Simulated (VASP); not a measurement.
# Gap of GaN, level by level, part 2 of 8

Aim: compute the gap of GaN from the cheapest level upwards and hold each value against experiment. The start is a cell from a database of measured crystal structures.

VASP 6.6.1, plane waves and PAW; the level of theory is named at each step.

Still holding for the runs below: Spin-orbit coupling is off here; it would split degenerate levels.

So far, least gap on mesh and path (eV): step 2 (bands, level LDA, k 5×5×3) 1.86.

The database entry behind the starting cell differs from later determinations by our own check (thin film, about 0.3 % long), so it need not match the best structure at ambient conditions.

## (3) Bands with PBE, k 5×5×3

This step: PBE; plane waves and PAW (Ga_d, N) (VASP 6.6.1).

PBE, the usual starting point, adds the gradient of the density.

The input, INCAR:

```
SYSTEM = GaN
PREC = Accurate
ENCUT = 520
EDIFF = 1E-06
NELM = 100
ISMEAR = 0
SIGMA = 0.02
LREAL = .FALSE.
ALGO = Normal
GGA = PE
NBANDS = 32
LORBIT = 11
LWAVE = .FALSE.
LCHARG = .FALSE.
KPAR = 8
```

The input, POSCAR:

```
GaN
1.0
    3.1972000000      0.0000000000      0.0000000000
   -1.5986000000      2.7688564210      0.0000000000
    0.0000000000      0.0000000000      5.2070000000
Ga N
2 2
Direct
    0.6666666667      0.3333333333      0.5912000000
    0.3333333333      0.6666666667      0.0912000000
    0.6666666667      0.3333333333      0.9688000000
    0.3333333333      0.6666666667      0.4688000000
```

The input, KPOINTS:

```
Automatic mesh
0
Gamma
5 5 3
0 0 0
```

The input, KPOINTS_OPT:

```
Line mode
16
Line-mode
Reciprocal
  0.00000000   0.00000000   0.00000000 GAMMA
  0.50000000   0.00000000   0.00000000 M

  0.50000000   0.00000000   0.00000000 M
  0.33333333   0.33333333   0.00000000 K

  0.33333333   0.33333333   0.00000000 K
  0.00000000   0.00000000   0.00000000 GAMMA

  0.00000000   0.00000000   0.00000000 GAMMA
  0.00000000   0.00000000   0.50000000 A

  0.00000000   0.00000000   0.50000000 A
  0.50000000   0.00000000   0.50000000 L

  0.50000000   0.00000000   0.50000000 L
  0.33333333   0.33333333   0.50000000 H

  0.33333333   0.33333333   0.50000000 H
  0.00000000   0.00000000   0.50000000 A

  0.50000000   0.00000000   0.50000000 L
  0.50000000   0.00000000   0.00000000 M

  0.33333333   0.33333333   0.00000000 K
  0.33333333   0.33333333   0.50000000 H
```

Potentials, in the order of the species: Ga_d and N (PBE family, release 64).

Run with:

```console
$ mpirun -np 8 vasp_std
```

Numbers of over 12 decimals in the logs are rounded to 6 here.

Log:

```text
[banner, memory and clock lines left out]
running    8 mpi-ranks, on    1 nodes
 distrk:  each k-point on    1 cores,    8 groups
 distr:  one band on    1 cores,    1 groups

 POSCAR found type information on POSCAR GaN
 POSCAR found :  2 types and       4 ions
 [... a notice as in an earlier step ...]

 LDA part: xc-table for (Slater+PW92), standard interpolation
 POSCAR, INCAR and KPOINTS ok, starting setup
 FFT: planning ... GRIDC
 FFT: planning ... GRID_SOFT
 FFT: planning ... GRID
 WAVECAR not read
 entering main loop
       N       E                     dE             d eps       ncg     rms          rms(c)
DAV:   1     0.302146062361E+03    0.30215E+03   -0.16528E+04   800   0.210E+03
DAV:   2     0.139885209614E+02   -0.28816E+03   -0.26277E+03   664   0.496E+02
DAV:   3    -0.269399849490E+02   -0.40929E+02   -0.40297E+02   776   0.130E+02
DAV:   4    -0.282789066331E+02   -0.13389E+01   -0.13377E+01   720   0.264E+01
DAV:   5    -0.283013435436E+02   -0.22437E-01   -0.22436E-01   800   0.336E+00    0.109E+01
DAV:   6    -0.242352147813E+02    0.40661E+01   -0.68930E+00  1064   0.395E+01    0.317E+00
DAV:   7    -0.243076061794E+02   -0.72391E-01   -0.11251E+00   688   0.730E+00    0.265E+00
DAV:   8    -0.243065240638E+02    0.10821E-02   -0.13575E-01  1016   0.357E+00    0.127E+00
DAV:   9    -0.242889797410E+02    0.17544E-01   -0.31925E-02   992   0.269E+00    0.427E-01
DAV:  10    -0.242894750083E+02   -0.49527E-03   -0.56131E-03   720   0.388E-01    0.160E-01
DAV:  11    -0.242894441597E+02    0.30849E-04   -0.15598E-04   960   0.231E-01    0.775E-02
DAV:  12    -0.242894422397E+02    0.19200E-05   -0.52226E-05   856   0.574E-02    0.112E-02
DAV:  13    -0.242894434866E+02   -0.12469E-05   -0.70365E-06   744   0.169E-02    0.170E-02
DAV:  14    -0.242894434708E+02    0.15818E-07   -0.59563E-07   488   0.625E-03
   1 F= -.24289443E+02 E0= -.24289443E+02  d E =-.667770E-11
 Start KPOINTS_OPT (optional k-point list driver)
k-point batch [1-10\144]
       N       E                     dE             ncg
DAV:   1     0.159743259606E+04   -0.19509E+04      784
DAV:   2    -0.119154657725E+04   -0.27890E+04      640
DAV:   3    -0.159254406505E+04   -0.40100E+03      768
DAV:   4    -0.160645852123E+04   -0.13914E+02      704
DAV:   5    -0.160668798151E+04   -0.22946E+00      832
DAV:   6    -0.160669662929E+04   -0.86478E-02      816
DAV:   7    -0.160669691403E+04   -0.28474E-03      896
DAV:   8    -0.160669692081E+04   -0.67788E-05      624
DAV:   9    -0.160669692089E+04   -0.81322E-07      528
[...]
k-point batch [141-144\144]
       N       E                     dE             ncg
DAV:   1     0.101247212445E+05   -0.55159E+04      312
DAV:   2     0.893438076609E+04   -0.11903E+04      256
DAV:   3     0.875416043767E+04   -0.18022E+03      328
DAV:   4     0.874831651776E+04   -0.58439E+01      288
DAV:   5     0.874823432261E+04   -0.82195E-01      352
DAV:   6     0.874823199259E+04   -0.23300E-02      312
DAV:   7     0.874823192820E+04   -0.64391E-04      368
DAV:   8     0.874823192793E+04   -0.27453E-06      208
```

Run time: 9.2 s. Hardware: 8 MPI ranks of Intel Xeon 6975P-C (Granite Rapids), shared host; peak memory 1.4 GiB; 69 s of CPU time.

From OUTCAR (step 3):

```text
 Found     10 irreducible k-points:

   NELECT =      36.0000    total number of electrons

 E-fermi :   5.3104

 k-point     1 :       0.0000    0.0000    0.0000
  band No.  band energies     occupation
    ...
     14       4.2087      2.00000
     15       4.2087      2.00000
     16       5.2029      2.00000
     17       5.2265      2.00000
     18       5.2265      2.00000
     19       7.0788      0.00000
     20       9.4061      0.00000
     21      14.3717      0.00000
     22      15.0571      0.00000
     23      15.0571      0.00000
    ...

 k-point     2 :       0.2000   -0.0000    0.0000
  band No.  band energies     occupation
    ...
     14       2.0150      2.00000
     15       3.0370      2.00000
     16       3.5320      2.00000
     17       4.7918      2.00000
     18       4.8877      2.00000
     19       8.9662      0.00000
     20      10.9429      0.00000
     21      13.0000      0.00000
     22      13.9322      0.00000
     23      15.3912      0.00000
    ...

  Total        1.0850765      1.0850765      0.9495197      0.0000000      0.0000000     -0.0000000
  in kB       37.7149146     37.7149146     33.0032520      0.0000000      0.0000000     -0.0000000
  external PRESSURE =      36.1443604 kB  Pullay stress =       0.0000000 kB

 POSITION                                       TOTAL-FORCE (eV/Angst)
 -----------------------------------------------------------------------------------
      1.59860      0.92295      3.07838        -0.000000      0.000000      0.053726
     -0.00000      1.84590      0.47488         0.000000     -0.000000      0.053726
      1.59860      0.92295      5.04454         0.000000      0.000000     -0.053726
     -0.00000      1.84590      2.44104         0.000000     -0.000000     -0.053726
 -----------------------------------------------------------------------------------
    total drift:                               -0.000001     -0.000002      0.002522

  FREE ENERGIE OF THE ION-ELECTRON SYSTEM (eV)
  ---------------------------------------------------
  free  energy   TOTEN  =       -24.2894434708 eV

  energy  without entropy=      -24.2894434708  energy(sigma->0) =      -24.28944347

 total charge
# of ion       s       p       d       tot
------------------------------------------
    1        0.785   0.887  10.175  11.847
    2        0.785   0.887  10.175  11.847
    3        1.223   2.518   0.000   3.741
    4        1.223   2.518   0.000   3.741
--------------------------------------------------
tot          4.016   6.811  20.349  31.177

[... 9 parts as in an earlier step ...]

[... 5 further parts left out ...]
```

At this level the cell is under a pressure of 3.6 GPa, so at these settings it is away from equilibrium.

Numbers from this step:

```yaml
scf_cycles: 14
free_energy_toten: -24.29 eV
fermi_energy: 5.310 eV
pressure: 3.614 GPa
least_gap_on_mesh_and_path: 1.852 eV
least_direct_gap_on_mesh_and_path: 1.852 eV
```

The electronic bands at the labelled points (eV, zero at the valence-band top; v1 is the highest filled band, c1 the lowest empty one):

```csv
point,v4,v3,v2,v1,c1,c2,c3,c4
Γ,-1.02,-0.02,0.00,0.00,1.85,4.18,9.15,9.83
0.53 of the way,-3.09,-2.04,-0.78,-0.55,4.37,5.85,7.21,8.43
M,-4.14,-2.71,-2.16,-0.99,5.03,5.50,6.03,8.51
0.53 of the way,-4.24,-3.49,-2.34,-1.96,5.59,6.62,6.75,8.34
K,-5.22,-2.93,-2.93,-2.70,5.19,7.71,7.71,8.39
0.47 of the way,-3.89,-2.58,-1.15,-0.98,5.10,6.86,7.18,7.57
Γ,-1.02,-0.02,0.00,0.00,1.85,4.18,9.15,9.83
0.47 of the way,-0.89,-0.89,-0.14,-0.14,2.96,4.28,8.79,9.57
A,-0.52,-0.52,-0.52,-0.52,4.19,4.19,8.41,8.41
0.47 of the way,-2.00,-2.00,-1.20,-1.20,5.23,5.23,7.56,7.56
L,-1.92,-1.92,-1.86,-1.86,4.37,4.37,7.69,7.69
0.47 of the way,-3.06,-3.06,-1.57,-1.57,5.23,5.23,8.01,8.01
H,-4.15,-4.15,-1.44,-1.44,6.34,6.34,7.31,7.31
0.53 of the way,-2.02,-2.02,-1.69,-1.69,5.60,5.60,7.54,7.54
A,-0.52,-0.52,-0.52,-0.52,4.19,4.19,8.41,8.41
jump to L,-1.92,-1.92,-1.86,-1.86,4.37,4.37,7.69,7.69
0.53 of the way,-3.34,-2.52,-1.69,-1.25,4.34,5.07,7.40,7.82
M,-4.14,-2.71,-2.16,-0.99,5.03,5.50,6.03,8.51
jump to K,-5.22,-2.93,-2.93,-2.70,5.19,7.71,7.71,8.39
0.53 of the way,-4.89,-3.25,-2.07,-2.07,6.01,7.03,7.03,8.14
H,-4.15,-4.15,-1.44,-1.44,6.34,6.34,7.31,7.31
```

The largest weight of each band there:

```csv
point,v4,v3,v2,v1,c1,c2,c3,c4
Γ,N 0.72,N 0.79,N 0.78,N 0.78,N 0.58,Ga 0.72,N 0.81,Ga 1.00
M,N 0.55,N 0.66,N 0.64,N 0.73,Ga 0.89,Ga 0.59,Ga 0.53,N 0.64
K,N 0.56,N 0.62,N 0.62,N 0.63,Ga 0.89,N 0.56,N 0.56,N 0.70
Γ,N 0.72,N 0.79,N 0.78,N 0.78,N 0.58,Ga 0.72,N 0.81,Ga 1.00
A,N 0.74,N 0.74,N 0.74,N 0.74,N 0.53,N 0.53,Ga 0.63,Ga 0.63
L,N 0.68,N 0.68,N 0.69,N 0.69,Ga 0.74,Ga 0.74,Ga 0.76,Ga 0.76
```

Force by atom:

```csv
atom,x (eV/Å),y (eV/Å),z (eV/Å),size
Ga1,0.0000,0.0000,0.0537,0.0537
Ga2,0.0000,0.0000,0.0537,0.0537
N3,0.0000,0.0000,-0.0537,0.0537
N4,0.0000,0.0000,-0.0537,0.0537
```

The gap is 1.85 eV, direct at Γ. Against LDA that is -0.01 eV; the cost is about the same. The direct gap lies -1.55 eV from the measured 3.40 eV.

## (4) Bands with r2SCAN, k 5×5×3

This step: r2SCAN; plane waves and PAW (Ga_d, N) (VASP 6.6.1).

r2SCAN adds the kinetic-energy density, costs more than a GGA and is run with LASPH.

INCAR: that of step 3 with these lines changed.

```diff
@@ -9,3 +9,4 @@
 ALGO = Normal
-GGA = PE
+METAGGA = R2SCAN
+LASPH = .TRUE.
 NBANDS = 32
```

POSCAR is that of step 3.

KPOINTS is that of step 3.

KPOINTS_OPT is that of step 3.

Run with:

```console
$ mpirun -np 8 vasp_std
```

Log:

```text
[banner, memory and clock lines left out]
running    8 mpi-ranks, on    1 nodes
[...]
[... a notice as in an earlier step ...]

 [... a notice as in an earlier step ...]

 LDA part: xc-table for (None), standard interpolation
 POSCAR, INCAR and KPOINTS ok, starting setup
[...]
entering main loop
       N       E                     dE             d eps       ncg     rms          rms(c)
DAV:   1     0.283484676076E+03    0.28348E+03   -0.16942E+04   800   0.216E+03
DAV:   2    -0.105668667821E+02   -0.29405E+03   -0.26779E+03   672   0.512E+02
DAV:   3    -0.522069427276E+02   -0.41640E+02   -0.41017E+02   768   0.133E+02
DAV:   4    -0.536058991837E+02   -0.13990E+01   -0.13977E+01   744   0.276E+01
[...]
DAV:  12    -0.438046441772E+02    0.12054E-04   -0.59044E-05   752   0.822E-02    0.799E-03
DAV:  13    -0.438046395965E+02    0.45807E-05   -0.74026E-06   744   0.152E-02    0.104E-02
DAV:  14    -0.438046399643E+02   -0.36777E-06   -0.93323E-07   576   0.102E-02
   1 F= -.43804640E+02 E0= -.43804640E+02  d E =-.414433E-27
 Start KPOINTS_OPT (optional k-point list driver)
k-point batch [1-10\144]
       N       E                     dE             ncg
DAV:   1     0.147649560636E+04   -0.20719E+04      784
DAV:   2    -0.139816736264E+04   -0.28747E+04      640
DAV:   3    -0.179934752289E+04   -0.40118E+03      760
DAV:   4    -0.181296068187E+04   -0.13613E+02      680
DAV:   5    -0.181318271266E+04   -0.22203E+00      832
DAV:   6    -0.181319123308E+04   -0.85204E-02      800
DAV:   7    -0.181319152321E+04   -0.29012E-03      904
DAV:   8    -0.181319152598E+04   -0.27725E-05      632
DAV:   9    -0.181319152605E+04   -0.66198E-07      528
[...]
k-point batch [141-144\144]
       N       E                     dE             ncg
DAV:   1     0.100868595072E+05   -0.55538E+04      312
DAV:   2     0.885391560264E+04   -0.12329E+04      256
DAV:   3     0.866991849523E+04   -0.18400E+03      328
DAV:   4     0.866402983468E+04   -0.58887E+01      296
DAV:   5     0.866394682018E+04   -0.83015E-01      336
DAV:   6     0.866394432626E+04   -0.24939E-02      344
DAV:   7     0.866394425911E+04   -0.67152E-04      320
DAV:   8     0.866394425619E+04   -0.29151E-05      248
DAV:   9     0.866394425584E+04   -0.35307E-06      208
```

Elapsed: 27 s, on 8 MPI ranks; peak memory 1.4 GiB.

OUTCAR, selected parts (step 4):

```text
  Total       -0.3807406     -0.3807406     -0.5637452      0.0000000     -0.0000000     -0.0000000
  in kB      -13.2337199    -13.2337199    -19.5945653      0.0000000     -0.0000000     -0.0000000
  external PRESSURE =     -15.3540017 kB  Pullay stress =       0.0000000 kB

 POSITION                                       TOTAL-FORCE (eV/Angst)
 -----------------------------------------------------------------------------------
      1.59860      0.92295      3.07838        -0.000000     -0.000000      0.058955
     -0.00000      1.84590      0.47488        -0.000000     -0.000000      0.058955
      1.59860      0.92295      5.04454         0.000000      0.000000     -0.058955
     -0.00000      1.84590      2.44104         0.000000      0.000000     -0.058955
 -----------------------------------------------------------------------------------
    total drift:                                0.000001      0.000003      0.031104

  FREE ENERGIE OF THE ION-ELECTRON SYSTEM (eV)
  ---------------------------------------------------
  free  energy   TOTEN  =       -43.8046399643 eV

  energy  without entropy=      -43.8046399643  energy(sigma->0) =      -43.80463996

[... 2 parts as in an earlier step ...]

[... 1 further part left out ...]
[key lines of the parts left out:]
E-fermi :   5.1094
```

The PAW data sets were made with PBE, which is usual practice but a small mismatch for other functionals.

The electronic bands at the labelled points (eV, zero at the valence-band top; v1 is the highest filled band, c1 the lowest empty one):

```csv
point,v4,v3,v2,v1,c1,c2,c3,c4
Γ,-1.05,-0.02,0.00,0.00,2.25,4.71,9.88,10.51
0.53 of the way,-3.14,-2.10,-0.79,-0.56,4.85,6.42,7.77,9.09
M,-4.22,-2.79,-2.19,-1.02,5.53,6.04,6.51,9.24
0.53 of the way,-4.31,-3.57,-2.38,-2.01,6.03,7.23,7.31,9.05
K,-5.33,-2.99,-2.99,-2.77,5.62,8.40,8.40,9.02
0.47 of the way,-3.98,-2.63,-1.18,-1.00,5.61,7.41,7.78,8.17
Γ,-1.05,-0.02,0.00,0.00,2.25,4.71,9.88,10.51
0.47 of the way,-0.92,-0.92,-0.14,-0.14,3.37,4.81,9.51,10.28
A,-0.54,-0.54,-0.54,-0.54,4.68,4.68,9.10,9.10
0.47 of the way,-2.04,-2.04,-1.24,-1.24,5.74,5.74,8.19,8.19
L,-1.98,-1.98,-1.91,-1.91,4.85,4.85,8.32,8.32
0.47 of the way,-3.13,-3.13,-1.61,-1.61,5.73,5.73,8.66,8.66
H,-4.23,-4.23,-1.49,-1.49,6.93,6.93,7.85,7.85
0.53 of the way,-2.07,-2.07,-1.71,-1.71,6.12,6.12,8.17,8.17
A,-0.54,-0.54,-0.54,-0.54,4.68,4.68,9.10,9.10
jump to L,-1.98,-1.98,-1.91,-1.91,4.85,4.85,8.32,8.32
0.53 of the way,-3.41,-2.59,-1.72,-1.29,4.81,5.57,8.00,8.47
M,-4.22,-2.79,-2.19,-1.02,5.53,6.04,6.51,9.24
jump to K,-5.33,-2.99,-2.99,-2.77,5.62,8.40,8.40,9.02
0.53 of the way,-4.99,-3.32,-2.12,-2.12,6.47,7.64,7.64,8.75
H,-4.23,-4.23,-1.49,-1.49,6.93,6.93,7.85,7.85
```

The largest weight of each band there:

```csv
point,v4,v3,v2,v1,c1,c2,c3,c4
Γ,N 0.72,N 0.78,N 0.78,N 0.78,N 0.56,Ga 0.72,N 0.80,Ga 1.00
M,N 0.56,N 0.66,N 0.65,N 0.73,Ga 0.89,Ga 0.61,Ga 0.54,N 0.63
K,N 0.57,N 0.62,N 0.62,N 0.64,Ga 0.90,N 0.54,N 0.54,N 0.69
Γ,N 0.72,N 0.78,N 0.78,N 0.78,N 0.56,Ga 0.72,N 0.80,Ga 1.00
A,N 0.74,N 0.74,N 0.74,N 0.74,N 0.52,N 0.52,Ga 0.64,Ga 0.64
L,N 0.68,N 0.68,N 0.69,N 0.69,Ga 0.75,Ga 0.75,Ga 0.78,Ga 0.78
```

The electronic bands as a text plot (rows in eV, shown from -7.1 to 7.8 only):

```
    7.5 |    +     +   + ++                    +           +   ++
    6.9 |     ++  +     +                     +++           +  ++
    6.3 |  +++++++++   ++  +                 +   ++++         +
    5.7 |      +++  +++  +  +        +++             +    ++++
    5.0 |++  ++           +  +  +++++   +++++         ++ + +
    4.4 |   +              +  ++  +                     +++
    3.8 |  +                +    +
    3.2 | +                     +
    2.6 |+                   +++
    1.9 |
    1.3 |
    0.7 |
    0.1 |**                  ****
   -0.6 | *****           **** * ****                 ***
   -1.2 |**  ******      ** *****   ***        *     **   ***
   -1.8 | ***  *   *    *  **        ********** ******   ***   **
   -2.4 |   ********* ** ****    *     *   **      *     **** *
   -3.0 |  *    *** **     *                      *       * ***
   -3.7 |   ***    *  *****       ***        *  **    ***  *   **
   -4.3 |      *****   ***        *  **       **     *      *   *
   -4.9 |    ***    * * *              *           **         **
   -5.5 |       *********        *                *        ****
   -6.2 |   ****  **     **     *       **   *****       **    **
   -6.8 |***    **         *****          ***            ****
         Γ      M    K        Γ   A       L    H       A|L M|K  H
```

The gap is 2.25 eV, direct at Γ. Against LDA that is +0.39 eV; this run took 2.8 times the core time. The direct gap lies -1.15 eV from the measured 3.40 eV.

(Part 2 of 8 ends here.)

[Lines on the potential files, build, host, timing and source positions are cut from VASP's logs without a mark.]

[Logs are printed without paths, hosts, clocks, repeated set-up lines and the standing remarks that a program may print on its own settings, such as how far it seeks lower states.]

[Hosts, paths, dates, database ids (printed as entryN), source tags and the programs' standing remarks are cut or masked in the printed files.]

[Measured values are set beside computed ones only where the two were judged alike; some that the calculation misses by far are left out.]

[In band tables of VASP the shares of atoms and orbitals are scaled to a sum of 1 inside the atoms' spheres.]
